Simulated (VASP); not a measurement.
Energy against volume of Ni$_{3}$Si (L1_2). These are PBE GGA with D3 dispersion (Becke-Johnson damping), VASP's PBE PAW potentials (set 64) (plane waves; VASP 6.6.1) values and carry that method's errors. Numerical set-up: 520 eV cut-off, 9×9×9 Γ-centred mesh, first-order Methfessel-Paxton smearing of 0.10 eV, potentials Si Ni.

```json
[
 {"V (Å³/atom)": "10.102", "E (eV/atom)": "-6.41653"},
 {"V (Å³/atom)": "10.414", "E (eV/atom)": "-6.42315"},
 {"V (Å³/atom)": "10.727", "E (eV/atom)": "-6.41619"},
 {"V (Å³/atom)": "11.039", "E (eV/atom)": "-6.39782"}
]
```

### Question
Fit these four points and predict the energy of the run at 9.790 Å³/atom.

### Answer
A cubic in V^(−2/3), the third-order Birch-Murnaghan form, passes through the four points with V0 = 10.40 Å³/atom and B0 = 233 GPa, and gives -6.3938 eV/atom there. The run gave -6.3937 eV/atom, +0.1 meV/atom from the fit; all five points give B0 = 233 GPa.

The compound is Ni3Si in the L1_2 structure. It was relaxed first. The run is not spin-polarised, so no magnetic state was tried.
